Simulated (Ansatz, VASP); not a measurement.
# AlRu: VASP beside Ansatz

Aim: how closely do two programs agree when they are given the same cell, functional and k mesh? The cell is taken from a series of runs on this material, whose earlier steps may have relaxed, scaled, displaced or heated it; both programs get it as it stands.

Main program and level: Ansatz 0.2.0; plane waves, with VASP 6.6.1 beside it; zone-centre phonons at PBEsol.

### 1. The starting structure

Symmetry: Pm-3m, No. 221, cubic system. Conventional cell: a = 3.034 Å, b = 3.034 Å, c = 3.034 Å, α = 90.00°, β = 90.00°, γ = 90.00°. Nearest to Al lie 8 Ru at 2.63 Å. Ru has 8 Al at 2.63 Å nearest. Farther neighbours are not listed.

### 2. Ansatz: zone-centre phonons, PBEsol

Ansatz runs on its PAW soft_1 files.

Second derivatives magnify differences that forces hide, and they need a tight electronic threshold.

The input, input.yaml:

```yaml
crystal:
  lattice:
    - [3.0343743375, 0.0, 0.0]
    - [0.0, 3.0343743375, 0.0]
    - [0.0, 0.0, 3.0343743375]
  atoms:
    - { symbol: Al, position: [0.0, 0.0, 0.0] }
    - { symbol: Ru, position: [0.5, 0.5, 0.5] }
kpoints:
  mp_grid: { grid: [16, 16, 16] }
hamiltonian:
  xc: pbesol
  pseudopotentials: { kind: paw, azcp: { folder: soft_1 }, xc_functional: pbe }
scf:
  occupations: { method: methfessel_paxton, width: 0.2 }
output:
  eigenvalues: true
phonons:
  method: dfpt
```

The run is started by

```console
$ ansatz run input.yaml --threads 4 --pin off --max-ram 10240MiB --backend cpu --events-out ev --progress --plain --runs-dir out
```

Numbers of over 12 decimals in the logs are rounded to 6 here.

Output:

```text
Engine: ansatz 0.2.0, aarch64-unknown-linux-gnu
Pseudopotentials: kind: paw
Pseudopotential: Al, paw, valence charge 3, recommended cutoff 420 eV (normal), soft_1/Al.paw.azcp
Pseudopotential: Ru, paw, valence charge 16, recommended cutoff 420 eV (normal), soft_1/Ru.paw.azcp
Functional definition: PBEsol
  exchange = pbesol_x
  correlation = pbesol_c
Crystal: 2 atoms, lattice volume = 27.939 Å³
Basis set: ecut = 420 eV, 515 PW (Γ), exchange–correlation on 48×48×48 points (8 copies of the dense FFT grid, shifted against one another)
Bands: 14, of which v1, the nominal top of the filled ones, is band 10 counted from 1 (9 counted from 0)
Symmetry: 48 space group operations
k-points: 405 of 4096 (irreducible under 8 space group operations, time reversal used)
Non-local potential: Al, projectors of the file, l = 0: 2, l = 1: 2, l = 2: 1
Non-local potential: Ru, projectors of the file, l = 0: 3, l = 1: 2, l = 2: 2, l = 3: 1
PAW form: soft (Blöchl's): semilocal exchange-correlation on the pseudo side does not see the compensation charge
PAW frozen core: Al, regenerated for the run's functional, and the local potential with it (the file was generated under x = pbe(κ = 0.804, μ = 0.219515), c = pbe(β = 0.066725))
PAW frozen core: Ru, regenerated for the run's functional, and the local potential with it (the file was generated under x = pbe(κ = 0.804, μ = 0.219515), c = pbe(β = 0.066725))
PAW one-centre angular grid: Al, 110 points (default); XC on 64 Gauss nodes
PAW one-centre angular grid: Ru, 590 points (default); XC on 64 Gauss nodes
Initial density: superposition of atomic densities (chi_scale 0.1, normalization cell, long waves kept (reshape's long-wave potential 0.00 eV rms))
Initial wavefunctions: pseudopotential atomic-orbital guess
Functional: x = pbesol(κ = 0.804, μ = 0.123457), c = pbesol(β = 0.046)
SCF iter   1: F=—  HF=-6343.318239 eV  |F-HF|=—  |Δ(HF+E_count)|=         —  Δρ=1.14e-1  dr2=4.42e0  ethr=3.10e-3  ⟨swp⟩=4.7  Hψ=26596  notcnv=0
preconditioner: auto → none  [metal: Δε(μ)=0.019 eV  Ē_g=8.425 eV  σ=0.200 eV  W_gap=0.08  n_scr=6 (ndim 8)  ℏωp=23.3 eV  f_vac=0.000  D(μ)=1.53/eV (n_scr^D=18)  sad-step TF]
SCF iter   2: F=—  HF=-6342.660424 eV  |F-HF|=—  |Δ(HF+E_count)|=   6.58e-1  S|Δr|=    0.00e0  Δρ=6.78e-2  dr2=1.64e0  ethr=3.10e-3  ⟨swp⟩=2.9  Hψ=13340  notcnv=0  defer=34
SCF iter   3: F=—  HF=-6342.291508 eV  |F-HF|=—  |Δ(HF+E_count)|=   3.69e-1  S|Δr|=    0.00e0  Δρ=3.73e-3  dr2=3.83e-3  ethr=3.10e-3  ⟨swp⟩=2.2  Hψ=9617  notcnv=0  defer=34
SCF iter   4: F=—  HF=-6342.290964 eV  |F-HF|=—  |Δ(HF+E_count)|=   5.44e-4  S|Δr|=    0.00e0  Δρ=4.85e-4  dr2=1.31e-5  ethr=2.02e-5  ⟨swp⟩=1.6  Hψ=9643  notcnv=0  defer=34
SCF iter   5: F=—  HF=-6342.290978 eV  |F-HF|=—  |Δ(HF+E_count)|=   1.44e-5  S|Δr|=    0.00e0  Δρ=1.23e-4  dr2=3.19e-6  ethr=6.87e-8  ⟨swp⟩=2.0  Hψ=9470  notcnv=0  defer=34
SCF iter   6: F=—  HF=-6342.290977 eV  |F-HF|=—  |Δ(HF+E_count)|=   1.86e-6  S|Δr|=    0.00e0  Δρ=1.05e-5  dr2=3.72e-8  ethr=1.68e-8  ⟨swp⟩=2.2  Hψ=8688  notcnv=0  defer=34
SCF iter   7: F=—  HF=-6342.290975 eV  |F-HF|=—  |Δ(HF+E_count)|=   1.20e-6  S|Δr|=    0.00e0  Δρ=6.29e-7  dr2=8.28e-11  ethr=1.96e-10  ⟨swp⟩=2.5  Hψ=8584  notcnv=0  defer=34
SCF iter   8: F=-6342.290975 eV  HF=-6342.290975 eV  |F-HF|=9.09e-13  |Δ(HF+E_count)|=  8.19e-12  S|Δr|=    0.00e0  Δρ=1.07e-7  dr2=1.61e-12  ethr=1.00e-12  ⟨swp⟩=5.5  Hψ=22340  notcnv=0
SCF 1 converged in 8 iterations: F = -6342.290975 eV  dr2 = 1.61e-12
  greatest PAW one-centre occupation: 1.000 electrons in one spin orbital (limit 2), on the Ru atom at site 1 (counted from 0), in its partial waves of l = 0
DFPT response loops at Γ: preconditioner auto → Kerker (q_TF=auto, 2.558 Å⁻¹) (partly filled bands, converged f_vac=0.000); β = 1.00, the filter's whole step (`scf.mixing.beta` (0.50) is not read by the response loops under this deck's `scf.mixing.preconditioner`; to damp them name `kerker` or `kerker_dos`, under which they read `scf.mixing.beta`, and type it under 1.00, their step now; both keys bind the ground state too); Broyden in place of MSR1
SCF converged after 8 iterations
Stability not checked: this state was not tested for a lower state beside it, because cold or Methfessel-Paxton smearing, or corrected tetrahedra, fill the levels in a way that the test cannot read (fill_not_monotonic; see scf.lower_state_search)
Free energy (F): -6342.290975 eV
Harris-Foulkes:  -6342.290975 eV  (|F-HF|=9.09e-13)
Internal energy: -6342.289399 eV  (E = F + TS)
E sigma→0 (E₀):  -6342.290581 eV
Entropy (-TS):   -0.001577 eV (-0.788 meV/atom)
Fermi energy:    15.085585 eV
--- Per-component energies (eV) ---
  E_band       = -137.710064
  E_kinetic    = 485.580639
  E_local      = -1853.075029  (includes V_loc(G=0)·N_el)
  E_nonlocal   = 427.118433
  E_hartree    = 670.033474
  E_xc         = -207.194769
  E_vxc        = -244.762536  (∫ρ·V_xc dr)
  E_paw        = -3898.321639  (= ΣΔE_a)
  E_vpaw       = -292.639194  (= ΣTr[D̂ρ^β])
  E_aug_tail   = 0.000616  (compensation charges beyond the density's cutoff)
  E_ewald      = -1966.703558
  E_core_change = 0.272436  (= ΣΔE_core)
  E_smearing   = -0.001577  (= −TS)
  E_closure    = -0.000000  (closes the sum)
  Σ components = -6342.290975   (vs F -6342.290975, Δ=0.00e0)
--- Band table (eV; the first three rows and the last of 405) ---
  k-point 0: bands = [... 6 lower, 11.7057, 15.2503, 15.2503, 15.2503, 20.9357, 20.9357, 20.9357, 25.7785]
  k-point 1: bands = [... 6 lower, 11.7307, 15.1603, 15.1603, 15.2590, 20.5605, 21.0819, 21.0819, 25.6232]
  k-point 2: bands = [... 6 lower, 11.8031, 14.9224, 14.9224, 15.2839, 19.7163, 21.4889, 21.4889, 25.2035]
  k-point 404: bands = [... 6 lower, 10.6804, 16.5846, 16.5846, 17.4165, 19.0692, 19.0692, 19.0692, 23.2529]
--- Phonons (Γ-DFPT): 2 representative perturbations + reference, on 405 of 4096 k-points (Σ response iterations 6) ---
  k mesh reduced under 8 symmetry operations, with k and −k counted as one. Each operation leaves every solved perturbation unchanged. A smaller set is not used because it would not reduce the number of displacements times k-points to solve
  ASR residual: 7.107e-5 → 0.000e0 eV/Å²; symmetrization residual: 1.308e-6 eV/Å²
  ASR residual per site (eV/Å²): 8.11e-6 7.11e-5
  Γ frequencies (cm⁻¹): 0.00 0.00 0.00 285.06 285.06 285.06
  non-analytic LO–TO correction: not included (Born effective charges unavailable; polar crystals: no LO–TO splitting at Γ)
```

### 3. VASP: zone-centre phonons, PBEsol

The same cell, functional, mesh and smearing now go to VASP, with its own data sets.

Lines of VASP's logs that name or quote its potential files are left out, and so is its time.

The input, INCAR:

```
SYSTEM = AlRu
PREC = Accurate
ENCUT = 500
EDIFF = 1E-08
NELM = 120
ISMEAR = 1
SIGMA = 0.2
LREAL = .FALSE.
ALGO = Normal
GGA = PS
NBANDS = 14
LASPH = .TRUE.
LORBIT = 11
LWAVE = .FALSE.
LCHARG = .FALSE.
ISIF = 2
IBRION = 8
GGA_COMPAT = .FALSE.
KPAR = 2
```

The input, POSCAR:

```
AlRu
1.0
    3.0343743375      0.0000000000      0.0000000000
    0.0000000000      3.0343743375      0.0000000000
    0.0000000000      0.0000000000      3.0343743375
Al Ru
1 1
Direct
    0.0000000000      0.0000000000      0.0000000000
    0.5000000000      0.5000000000      0.5000000000
```

The input, KPOINTS:

```
Automatic mesh
0
Gamma
16 16 16
0 0 0
```

The projector-augmented-wave data sets are Al and Ru_pv (PBE family, release 64).

The run is started by

```console
$ mpirun -np 2 vasp_std
```

Output:

```text
[banner, memory and clock lines left out]
running    2 mpi-ranks, on    1 nodes
 distrk:  each k-point on    1 cores,    2 groups
 distr:  one band on    1 cores,    1 groups

 POSCAR found type information on POSCAR AlRu
 POSCAR found :  2 types and       2 ions
|                                                                             |
|               ----> ADVICE to this user running VASP <----                  |
|                                                                             |
|     You enforced a specific xc type in the INCAR file but a different       |
|     [... a line on the potential file left out ...]
|     I HOPE YOU KNOW WHAT YOU ARE DOING!                                     |
|                                                                             |

 LDA part: xc-table for (Slater+PW92), standard interpolation
 POSCAR, INCAR and KPOINTS ok, starting setup
 FFT: planning ... GRIDC
 FFT: planning ... GRID_SOFT
 FFT: planning ... GRID
 WAVECAR not read
 entering main loop
       N       E                     dE             d eps       ncg     rms          rms(c)
DAV:   1     0.108299899389E+03    0.10830E+03   -0.91763E+03  4770   0.109E+03
DAV:   2    -0.144146576568E+02   -0.12271E+03   -0.11671E+03  5178   0.308E+02
DAV:   3    -0.162282877611E+02   -0.18136E+01   -0.18041E+01  5708   0.397E+01
DAV:   4    -0.162433446242E+02   -0.15057E-01   -0.15055E-01  5780   0.367E+00
DAV:   5    -0.162436349828E+02   -0.29036E-03   -0.29035E-03  5954   0.440E-01    0.120E+01
DAV:   6    -0.155803971760E+02    0.66324E+00   -0.31963E+00  4740   0.202E+01    0.243E+00
DAV:   7    -0.154809355683E+02    0.99462E-01   -0.29078E-01  4764   0.632E+00    0.189E+00
DAV:   8    -0.154609443790E+02    0.19991E-01   -0.24572E-02  5742   0.132E+00    0.208E-01
DAV:   9    -0.154606263717E+02    0.31801E-03   -0.81669E-04  5810   0.202E-01    0.132E-01
DAV:  10    -0.154606106376E+02    0.15734E-04   -0.47258E-05  5870   0.790E-02    0.114E-02
DAV:  11    -0.154606090546E+02    0.15831E-05   -0.41460E-06  5922   0.235E-02    0.573E-03
DAV:  12    -0.154606085445E+02    0.51001E-06   -0.97741E-08  5800   0.302E-03    0.315E-04
DAV:  13    -0.154606085546E+02   -0.10033E-07   -0.22868E-09  4166   0.418E-04    0.114E-04
DAV:  14    -0.154606085569E+02   -0.23263E-08   -0.28261E-10  3948   0.143E-04
   1 F= -.15460609E+02 E0= -.15460080E+02  d E =-.158525E-02
 Linear response reoptimize wavefunctions to high precision
DAV:   1    -0.154606085573E+02   -0.37335E-09   -0.71514E-11  4200   0.591E-05
DAV:   2    -0.154606085573E+02   -0.72760E-11   -0.21754E-11  3780   0.227E-05
 Linear response DOF=           2
 Linear response progress:
  Degree of freedom:   1/  2
       N       E                     dE             d eps       ncg     rms          rms(c)
RMM:   1    -0.648428644268E-02   -0.64843E-02    0.30483E-03 21498   0.102E+00
RMM:   2    -0.596563465613E-02    0.51865E-03   -0.40078E-04 17172   0.141E-01    0.580E-02
RMM:   3    -0.592286525760E-02    0.42769E-04   -0.14990E-04 16610   0.742E-02    0.280E-02
RMM:   4    -0.598709538607E-02   -0.64230E-04   -0.74875E-05 17686   0.499E-02    0.712E-03
RMM:   5    -0.598972250469E-02   -0.26271E-05   -0.24432E-06 17065   0.144E-02    0.175E-03
RMM:   6    -0.599188545239E-02   -0.21629E-05   -0.18983E-07 19333   0.374E-03    0.877E-04
RMM:   7    -0.599070303206E-02    0.11824E-05   -0.17782E-08 18256   0.111E-03    0.126E-04
RMM:   8    -0.599095497358E-02   -0.25194E-06   -0.36670E-09 19461   0.314E-04    0.779E-05
RMM:   9    -0.599107443104E-02   -0.11946E-06   -0.94608E-10 20365   0.101E-04    0.402E-05
RMM:  10    -0.599109754345E-02   -0.23112E-07   -0.90002E-10 20577   0.363E-05    0.338E-06
RMM:  11    -0.599109795027E-02   -0.40682E-09   -0.45195E-10 20587   0.233E-05    0.200E-06
 first order change of Fermi-energy  -0.23104E-03
 force on displaced ion       1 direction 1 :  -6.427  -0.000   0.000
 Linear response progress:
  Degree of freedom:   2/  2
       N       E                     dE             d eps       ncg     rms          rms(c)
RMM:   1    -0.545808659198E+00   -0.54581E+00    0.37562E+00 11963   0.643E+01
RMM:   2    -0.653255302953E+00   -0.10745E+00   -0.12217E-01 16912   0.309E+00    0.158E-01
RMM:   3    -0.653419120674E+00   -0.16382E-03   -0.20461E-03 19855   0.348E-01    0.897E-02
RMM:   4    -0.652757300070E+00    0.66182E-03   -0.24802E-04 19981   0.148E-01    0.214E-02
RMM:   5    -0.652684013473E+00    0.73287E-04   -0.22176E-05 21205   0.383E-02    0.103E-02
RMM:   6    -0.652618150648E+00    0.65863E-04   -0.24146E-06 21588   0.120E-02    0.114E-03
RMM:   7    -0.652617641894E+00    0.50875E-06   -0.46639E-07 22144   0.268E-03    0.536E-04
RMM:   8    -0.652617229184E+00    0.41271E-06   -0.19625E-07 22453   0.114E-03    0.178E-04
RMM:   9    -0.652617971667E+00   -0.74248E-06   -0.30482E-07 22694   0.578E-04    0.920E-05
RMM:  10    -0.652619370373E+00   -0.13987E-05   -0.17813E-07 23187   0.364E-04    0.963E-06
RMM:  11    -0.652619342441E+00    0.27932E-07   -0.13356E-07 25181   0.229E-04    0.531E-06
RMM:  12    -0.652619301120E+00    0.41321E-07   -0.73086E-08 23580   0.181E-04    0.281E-06
RMM:  13    -0.652619271857E+00    0.29262E-07   -0.55334E-08 23705   0.154E-04    0.176E-06
RMM:  14    -0.652619279782E+00   -0.79246E-08   -0.33812E-08 23947   0.136E-04    0.135E-06
 first order change of Fermi-energy   0.21599E-02
 force on displaced ion       2 direction 1 :  -6.435  -0.000   0.000
 Linear response finished
```

From OUTCAR (step 3):

```text
ion  position               nearest neighbor table
   1  0.000  0.000  0.000-   2 2.63   2 2.63   2 2.63   2 2.63   2 2.63   2 2.63   2 2.63   2 2.63

  LATTYP: Found a simple cubic cell.
 ALAT       =     3.0343743375

 Subroutine GETGRP returns: Found 48 space group operations
 (whereof 48 operations were pure point group operations)

The static configuration has the point symmetry O_h .

 Found    165 irreducible k-points:

   k-points           NKPTS =    165   k-points in BZ     NKDIM =    165   number of bands    NBANDS=     14

   dimension x,y,z NGX =    24 NGY =   24 NGZ =   24
   dimension x,y,z NGXF=    48 NGYF=   48 NGZF=   48

   ENCUT  =  500.0 eV  36.75 Ry    6.06 a.u.   5.53  5.53  5.53*2*pi/ulx,y,z

   NELECT =      17.0000    total number of electrons

 k-points in reciprocal lattice and weights: Automatic mesh
   0.00000000  0.00000000  0.00000000       0.000
   0.06250000  0.00000000  0.00000000       0.001
   0.12500000  0.00000000  0.00000000       0.001
   0.18750000  0.00000000  0.00000000       0.001
   0.25000000  0.00000000  0.00000000       0.001
   0.31250000  0.00000000  0.00000000       0.001
   0.37500000  0.00000000  0.00000000       0.001
   0.43750000  0.00000000  0.00000000       0.001
   0.50000000  0.00000000  0.00000000       0.001
[...]
0.50000000  0.50000000  0.43750000       0.001
   0.50000000  0.50000000  0.50000000       0.000

 average (electrostatic) potential at core
       1 -68.9924       2 -68.6170

  Total       -1.9526589     -1.9526589     -1.9526589     -0.0000000     -0.0000000     -0.0000000
  in kB     -111.9771751   -111.9771751   -111.9771751     -0.0000000     -0.0000000     -0.0000000
  external PRESSURE =    -111.9771751 kB  Pullay stress =       0.0000000 kB

  energy-cutoff  :      500.00
  volume of cell :       27.94
      direct lattice vectors                 reciprocal lattice vectors
     3.034374338  0.000000000  0.000000000     0.329557230  0.000000000  0.000000000
     0.000000000  3.034374338  0.000000000     0.000000000  0.329557230  0.000000000
     0.000000000  0.000000000  3.034374338     0.000000000  0.000000000  0.329557230

 POSITION                                       TOTAL-FORCE (eV/Angst)
 -----------------------------------------------------------------------------------
      0.00000      0.00000      0.00000         0.000000      0.000000      0.000000
      1.51719      1.51719      1.51719         0.000000      0.000000      0.000000
 -----------------------------------------------------------------------------------
    total drift:                                0.000000     -0.000000     -0.000000

 Eigenvectors and eigenvalues of the dynamical matrix
 ----------------------------------------------------

   1 f  =    8.589319 THz    53.968284 2PiTHz  286.508847 cm-1    35.522554 meV
             X         Y         Z           dx          dy          dz
      0.000000  0.000000  0.000000     0.888295   -0.000000   -0.000000
      1.517187  1.517187  1.517187    -0.459274    0.000000    0.000000

   2 f  =    8.589319 THz    53.968284 2PiTHz  286.508847 cm-1    35.522554 meV
             X         Y         Z           dx          dy          dz
      0.000000  0.000000  0.000000     0.000000   -0.888295   -0.000000
      1.517187  1.517187  1.517187     0.000000    0.459274    0.000000

   3 f  =    8.589319 THz    53.968284 2PiTHz  286.508847 cm-1    35.522554 meV
             X         Y         Z           dx          dy          dz
      0.000000  0.000000  0.000000    -0.000000   -0.000000    0.888295
      1.517187  1.517187  1.517187    -0.000000   -0.000000   -0.459274

   4 f/i=    0.002394 THz     0.015041 2PiTHz    0.079850 cm-1     0.009900 meV
             X         Y         Z           dx          dy          dz
      0.000000  0.000000  0.000000    -0.253651    0.382779    0.008605
      1.517187  1.517187  1.517187    -0.490594    0.740343    0.016644

   5 f/i=    0.002394 THz     0.015041 2PiTHz    0.079850 cm-1     0.009900 meV
             X         Y         Z           dx          dy          dz
      0.000000  0.000000  0.000000     0.382608    0.253796   -0.011444
      1.517187  1.517187  1.517187     0.740014    0.490874   -0.022133

   6 f/i=    0.002394 THz     0.015041 2PiTHz    0.079850 cm-1     0.009900 meV
             X         Y         Z           dx          dy          dz
      0.000000  0.000000  0.000000     0.014293   -0.000849    0.459051
      1.517187  1.517187  1.517187     0.027644   -0.001641    0.887863

 ELASTIC MODULI CONTR FROM IONIC RELAXATION (kBar)
 Direction    XX          YY          ZZ          XY          YZ          ZX
 --------------------------------------------------------------------------------
 XX           0.0000      0.0000      0.0000      0.0000      0.0000      0.0000
 YY           0.0000      0.0000      0.0000      0.0000      0.0000      0.0000
 ZZ           0.0000      0.0000      0.0000      0.0000      0.0000      0.0000
 XY           0.0000      0.0000      0.0000      0.0000      0.0000      0.0000
 YZ           0.0000      0.0000      0.0000      0.0000      0.0000      0.0000
 ZX           0.0000      0.0000      0.0000      0.0000      0.0000      0.0000
 --------------------------------------------------------------------------------
```

### 4. Differences

Known differences besides the potentials themselves: the data sets hold 19 valence electrons in Ansatz (on its PAW soft_1 files) and 17 in VASP; the cutoff is 420 eV in Ansatz and 500 eV in VASP; Ansatz makes its cores anew for this functional, VASP keeps those of its PBE data sets. Total energies have different zeros and are not compared.

The two programs side by side:

| quantity | Ansatz | VASP | difference |
| --- | --- | --- | --- |
| optical mode 1 to 3 (cm⁻¹) | 285.1 | 286.5 | -0.51 % |

Modes are paired by rising frequency, not by their patterns, so a pair may set unlike modes beside each other; they are those without the splitting of longitudinal modes.

### 5. Results

```json
{"r.m.s. difference of the optical zone-centre modes, each program's sorted by frequency (zone-centre phonons, PBEsol)": "1.4 cm⁻¹", "difference in optical mode 1 to 3 (zone-centre phonons, PBEsol)": "-0.5 %"}
```

In words: The r.m.s. difference of the optical zone-centre modes, each program's sorted by frequency is 1.4 cm⁻¹ (zone-centre phonons, PBEsol). The data sets hold unlike numbers of valence electrons (19 in Ansatz and 17 in VASP), so part of the differences comes from the potentials. Among the rows given in per cent, the largest difference of the zone-centre phonons, PBEsol pair is in optical mode 1 to 3, -0.5 %. Such differences can come from data sets, numerical settings and the points named under the comparisons, not from the functional's error against experiment.

[Lines on the potential files, build, host, timing and source positions are cut from VASP's logs without a mark.]

[Logs are printed without paths, hosts, clocks, repeated set-up lines and the standing remarks that a program may print on its own settings, such as how far it seeks lower states.]

[Hosts, paths, dates, database ids (printed as entryN), source tags and the programs' standing remarks are cut or masked in the printed files.]
